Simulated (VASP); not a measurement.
Level of theory: r2SCAN meta-GGA, VASP's PBE PAW potentials (set 64) (plane waves; VASP).

VASP input:

KPOINTS:
```
Automatic mesh
0
gamma
 8 8 8
```

### INCAR
```
# general
SYSTEM   =  PbS
PREC     =  Accurate
ENCUT    =  480
LREAL    =  .False.
LASPH    =  .True.

# electronic loop
EDIFF    =  1E-7
NELM     =  100
ALGO     =  Normal
LMAXMIX  =  4
LMIXTAU  =  .True.

# smearing
ISMEAR   =  0
SIGMA    =  0.05

# functional
METAGGA  =  R2SCAN

# ions
ISIF     =  2

# output
LWAVE    =  .False.
LCHARG   =  .False.
```

POSCAR:
```
PbS
1
   -0.0000000000     2.9861293047     2.9861293047
    2.9861293047    -0.0000000000     2.9861293047
    2.9861293047     2.9861293047     0.0000000000
Pb S
1 1
Direct
  0.0000000000   0.0000000000   0.0000000000
  0.5000000000   0.5000000000   0.5000000000
```

POTCAR, in this order: Pb_d S (PBE.64 set). Program: vasp_std.

Output of the run:

File OSZICAR:
```
       N       E                     dE             d eps       ncg     rms          rms(c)
DAV:   1     0.991605053035E+02    0.99161E+02   -0.97225E+03   818   0.141E+03
DAV:   2    -0.570750148244E+02   -0.15624E+03   -0.15294E+03   836   0.352E+02
DAV:   3    -0.703760667116E+02   -0.13301E+02   -0.13180E+02  1106   0.107E+02
DAV:   4    -0.707002323475E+02   -0.32417E+00   -0.32399E+00   892   0.199E+01
DAV:   5    -0.707123157411E+02   -0.12083E-01   -0.12083E-01  1194   0.377E+00    0.452E+00
DAV:   6    -0.654454275056E+02    0.52669E+01   -0.29361E+00   980   0.328E+01    0.397E+00
DAV:   7    -0.654995251612E+02   -0.54098E-01   -0.72773E-01   830   0.114E+01    0.218E+00
DAV:   8    -0.654904613820E+02    0.90638E-02   -0.67964E-01   812   0.723E+00    0.804E-01
DAV:   9    -0.656075503538E+02   -0.11709E+00   -0.25640E-01   812   0.454E+00    0.629E-01
DAV:  10    -0.656056364869E+02    0.19139E-02   -0.32953E-02   926   0.209E+00    0.385E-01
DAV:  11    -0.656096125483E+02   -0.39761E-02   -0.15168E-02   824   0.116E+00    0.912E-02
DAV:  12    -0.656105355554E+02   -0.92301E-03   -0.71982E-03   830   0.952E-01    0.164E-01
DAV:  13    -0.656109895938E+02   -0.45404E-03   -0.70290E-04   878   0.257E-01    0.957E-02
DAV:  14    -0.656119784916E+02   -0.98890E-03   -0.61029E-04   860   0.290E-01    0.337E-02
DAV:  15    -0.656121692199E+02   -0.19073E-03   -0.27849E-04   860   0.198E-01    0.152E-02
DAV:  16    -0.656121677301E+02    0.14898E-05   -0.11744E-05  1070   0.356E-02    0.586E-03
DAV:  17    -0.656121711070E+02   -0.33769E-05   -0.80405E-06   848   0.264E-02    0.291E-03
DAV:  18    -0.656121702053E+02    0.90167E-06   -0.23340E-07   960   0.487E-03    0.869E-04
DAV:  19    -0.656121718168E+02   -0.16115E-05   -0.13407E-06   836   0.109E-02    0.176E-04
DAV:  20    -0.656121716750E+02    0.14187E-06   -0.37117E-08   478   0.196E-03    0.162E-04
DAV:  21    -0.656121716220E+02    0.52933E-07   -0.11146E-08   448   0.116E-03
   1 F= -.65612172E+02 E0= -.65612172E+02  d E =-.106014E-11
```

File OUTCAR:
```
------------------------ aborting loop because EDIFF is reached ----------------------------------------
  FORCE on cell =-STRESS in cart. coord.  units (eV):
  Direction    XX          YY          ZZ          XY          YZ          ZX
  --------------------------------------------------------------------------------------
  Total        0.0164157      0.0164157      0.0164157      0.0000000      0.0000000      0.0000000
  in kB        0.4938718      0.4938718      0.4938718      0.0000000      0.0000000      0.0000000
  external PRESSURE =       0.4938718 kB  Pullay stress =       0.0000000 kB
  volume of cell :       53.25
      direct lattice vectors                 reciprocal lattice vectors
     0.000000000  2.986129305  2.986129305    -0.167440840  0.167440840  0.167440840
     2.986129305  0.000000000  2.986129305     0.167440840 -0.167440840  0.167440840
     2.986129305  2.986129305  0.000000000     0.167440840  0.167440840 -0.167440840
  FREE ENERGIE OF THE ION-ELECTRON SYSTEM (eV)
  ---------------------------------------------------
  free  energy   TOTEN  =       -65.6121716220 eV

  energy  without entropy=      -65.6121716220  energy(sigma->0) =      -65.61217162
```
(Selected blocks of OUTCAR.)

**OUTCAR**
```
 val. band max:        5.4120621661   @ k =   0.5000   0.0000   0.0000

 cond. band min:       6.1101650154   @ k =   0.5000   0.0000   0.0000


 Fermi energy:         5.6308799817

 k-point     1 :       0.0000    0.0000    0.0000
  band No.  band energies     occupation
      1     -11.9886      2.00000
      2     -11.9886      2.00000
      3     -11.9886      2.00000
      4     -11.9720      2.00000
      5     -11.9720      2.00000
      6      -8.5940      2.00000
      7      -0.7132      2.00000
      8       3.2054      2.00000
      9       3.2054      2.00000
     10       3.2054      2.00000
     11      10.9259      0.00000
     12      10.9259      0.00000
     13      10.9259      0.00000
     14      12.6194      0.00000

 k-point     2 :       0.1250    0.0000    0.0000
  band No.  band energies     occupation
      1     -11.9879      2.00000
      2     -11.9858      2.00000
      3     -11.9858      2.00000
      4     -11.9731      2.00000
      5     -11.9731      2.00000
      6      -8.4626      2.00000
      7      -1.1823      2.00000
      8       3.2476      2.00000
      9       3.2476      2.00000
     10       3.5659      2.00000
     11       9.7119      0.00000
     12      10.1471      0.00000
     13      10.1471      0.00000
     14      12.5368      0.00000

 k-point     3 :       0.2500    0.0000    0.0000
  band No.  band energies     occupation
      1     -11.9914      2.00000
      2     -11.9914      2.00000
      3     -11.9865      2.00000
      4     -11.9633      2.00000
      5     -11.9633      2.00000
      6      -8.0999      2.00000
      7      -2.1752      2.00000
      8       3.3663      2.00000
      9       3.3663      2.00000
     10       4.2681      2.00000
     11       8.0604      0.00000
     12       8.9254      0.00000
     13       8.9254      0.00000
     14      12.7144      0.00000

 k-point     4 :       0.3750    0.0000    0.0000
  band No.  band energies     occupation
...
```

Unless said otherwise, spin-orbit coupling is left out, though it shifts the bands of the heavy elements here.

The compound is PbS in the rock salt structure. It was relaxed first.
